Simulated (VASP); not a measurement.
Given:

```
CELL_PARAMETERS angstrom
      0.00000     2.73228     2.73228
      2.73228     0.00000     2.73228
      2.73228     2.73228     0.00000
ATOMIC_POSITIONS crystal
  Ag 0.00000 0.00000 0.00000
  Br 0.50000 0.50000 0.50000
```

These are LDA (Ceperley-Alder, Perdew-Zunger), VASP's LDA PAW potentials (set 64) (plane waves; VASP) values and carry that method's errors. Numerical set-up: 500 eV cut-off, 8×8×8 Γ-centred mesh, Gaussian smearing of 0.050 eV, potentials Ag Br.

Question: Predict the energy per atom (σ→0), pressure, band gap (on the k-mesh) with the smallest direct gap where there is one.

Answer: 
* **band gap (on the k-mesh)**: 0.45 eV
* **smallest direct gap (on the k-mesh)**: 2.95 eV
* **energy per atom (σ→0)**: -3.185 eV/atom
* **pressure**: 5.02 GPa

Only differences to runs with the same potentials and settings are physical.

The compound is AgBr in the rock salt structure. It was relaxed first under an external pressure of 5 GPa.
